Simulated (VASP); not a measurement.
The system is Al4B3P.

```
Al B P
1.0
     3.05197   -0.00434    0.00220
    -1.52975    2.60815   -0.02495
     0.01727   -0.21575   23.24468
Al B P
8 6 2
Direct
  0.68907 0.29761 0.34452
  0.04937 0.98614 0.80490
  0.98189 0.03978 0.20192
  0.84495 0.89827 0.92898
  0.99402 0.99721 0.07570
  0.40648 0.75016 0.63978
  0.41722 0.75265 0.44945
  0.63692 0.26551 0.54878
  0.60538 0.27026 0.86055
  0.31746 0.67790 0.85781
  0.38486 0.66811 0.12860
  0.72014 0.37371 0.14353
  0.33503 0.74357 0.99182
  0.69027 0.30527 0.00111
  0.35889 0.66858 0.27843
  0.80708 0.36393 0.70956
```

The cell was built by a generator and needn't be a form met in nature.

- Program: VASP 6.6.1
- Task: relaxation of cell and atoms
- Functional: PBE
- Potentials or basis: VASP PAW PBE potentials, release 64 (Al, B, P)
- Cutoff: 520 eV
- k mesh: 8 × 8 × 1
- Occupations: gaussian, width 0.15 eV
- Spin: no spin polarisation

At the start: pressure 14.7 GPa; volume 11.55 Å³/atom.

Q: How do energy, volume and symmetry change on relaxing?

A: Over 49 steps the energy falls by 295.2 meV/atom and the volume is 11.89 Å³/atom (+2.9 %); space group C2 (No. 5, to 0.05 Å).

Step by step:
```
step  energy change (eV)  largest force (eV/Å)  pressure (GPa)  volume (Å³)
   1              0.0000                6.2235           14.71       184.86
   3             -3.0980                3.8351           -1.86       200.38
   5             -3.9475                1.5298           -3.99       201.15
   7             -4.2980                0.8200            1.22       191.28
   9             -4.4493                1.0144            0.98       190.70
  11             -4.5525                0.4368           -0.99       192.97
  13             -4.6203                0.7751            0.09       190.89
  15             -4.6639                0.3490            0.77       189.74
  17             -4.6821                0.3169           -0.30       191.21
  19             -4.6938                0.3155           -0.41       191.20
  21             -4.7030                0.1601            0.31       189.97
  23             -4.7081                0.1741            0.03       190.37
  25             -4.7121                0.0970           -0.25       190.80
  27             -4.7148                0.1278            0.16       190.15
  29             -4.7167                0.0849            0.14       190.12
  31             -4.7177                0.0498           -0.13       190.52
  33             -4.7190                0.0838           -0.08       190.41
  35             -4.7198                0.0800            0.11       190.09
  37             -4.7208                0.0586            0.02       190.21
  39             -4.7212                0.0469           -0.06       190.31
  41             -4.7218                0.0461            0.02       190.19
  43             -4.7223                0.0671            0.00       190.20
  45             -4.7228                0.0389           -0.01       190.22
  47             -4.7231                0.0394           -0.02       190.21
  49             -4.7236                0.0238            0.00       190.18
```

Final structure:
```
Al B P
1.0
     3.01742    0.00036   -0.00026
    -1.50900    2.61268    0.00000
    -0.00644    0.00389   24.12248
Al B P
8 6 2
Direct
  0.69227 0.34699 0.36185
  0.01041 0.99817 0.79264
  0.01337 0.00775 0.20294
  0.00832 0.99604 0.92934
  0.01251 0.00467 0.06622
  0.35160 0.66833 0.63409
  0.36182 0.67769 0.45278
  0.69313 0.34035 0.54304
  0.67591 0.32927 0.86207
  0.34271 0.66266 0.85991
  0.34756 0.67421 0.13341
  0.68097 0.34100 0.13554
  0.34490 0.66868 0.99739
  0.67841 0.33532 0.99843
  0.34899 0.67385 0.27902
  0.67617 0.33369 0.71678
```
